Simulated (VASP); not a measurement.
A run of VASP 6.6.1 is set up as follows.

The input INCAR:

```
  PREC = Accurate
  ENCUT = 520
  EDIFF = 1E-6
  ISMEAR = 0
  SIGMA = 0.1
  LREAL = F
  LASPH = T
  NELM = 100
  ALGO = Fast
  ISIF = 2
  LWAVE = F
  LCHARG = F
  LDIPOL = T
  IDIPOL = 3
  DIPOL = 0.5 0.5 0.294
  GGA = PE
  NBANDS = 12
```

File KPOINTS:

```
Automatic mesh
0
Gamma
  20 20 1
```

The input POSCAR:

```
Au
1.0
    2.6622683345      0.0000000000      0.0000000000
    0.0000000000      2.6617005699      0.0000000000
    0.0000000000      0.0000000000     23.8000000000
Au
1
Direct
    0.0000000000      0.5000000000      0.2941176471
```

Potentials or basis: VASP PAW PBE potentials, release 64 (Au).

Run with:

```console
$ cat potpaw_PBE.64/Au/POTCAR > POTCAR
$ mpirun -np 1 vasp_std > vasp.out
```

(1) Predict the band gap on the k mesh.

Results:

(1) none (metal or under the smearing width).
